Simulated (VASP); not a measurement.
Set up this calculation in VASP 6.6.1, as the native input.

| Item | Value |
| --- | --- |
| Task | single point |
| Functional | PBEsol |
| Potentials or basis | VASP PAW PBE potentials, release 64 (Pd, Ge_d) |
| Cutoff | 520 eV |
| k mesh | 7 × 7 × 7 |
| Occupations | fermi-dirac, width 0.05 eV |
| Spin | no spin polarisation |
| Ladder | free |
| Further INCAR settings | ALGO = Normal; EDIFF = 1e-07; NBANDS = 34 |

The structure of Ge3Pd lies in POSCAR:

```
Ge3Pd
1.0
    4.1420230000      0.0000000000      0.0000000000
    0.0000000000      4.1420230000      0.0000000000
    0.0000000000      0.0000000000      4.1420230000
Pd Ge
1 3
Direct
    0.0000000000      0.0000000000      0.0000000000
    0.5000000000      0.5000000000      0.0000000000
    0.5000000000      0.0000000000      0.5000000000
    0.0000000000      0.5000000000      0.5000000000
```

The cell comes from a database or a generator and needn't be the stable form of this composition.

One way to write it, as run:

INCAR

```
PREC = Accurate ; ENCUT = 520
EDIFF = 1E-7 ; ISMEAR = -1
SIGMA = 0.05 ; LREAL = F
LASPH = T ; NELM = 60
ALGO = Normal ; ISIF = 2
LWAVE = F ; LCHARG = F
GGA = PS ; NBANDS = 34
```

KPOINTS

```
Automatic mesh
0
Gamma
  7 7 7
```

Potentials or basis: VASP PAW PBE potentials, release 64 (Pd, Ge_d).

The run is started by

```bash
$ cat potpaw_PBE.64/Pd/POTCAR potpaw_PBE.64/Ge_d/POTCAR > POTCAR
$ mpirun -np 1 vasp_std > vasp.out
```

It gave:

| Quantity | Value |
| --- | --- |
| Pressure | -4.7 GPa |
| Band gap on the k mesh | none (metal or under the smearing width) |

Caveat: the PAW data sets were made with another functional, which shifts forces and pressure a little.

Run time: 19 s on 1 thread of Intel(R) Xeon(R) 6975P-C (Granite Rapids) (shared host), peak memory 0.19 GiB.
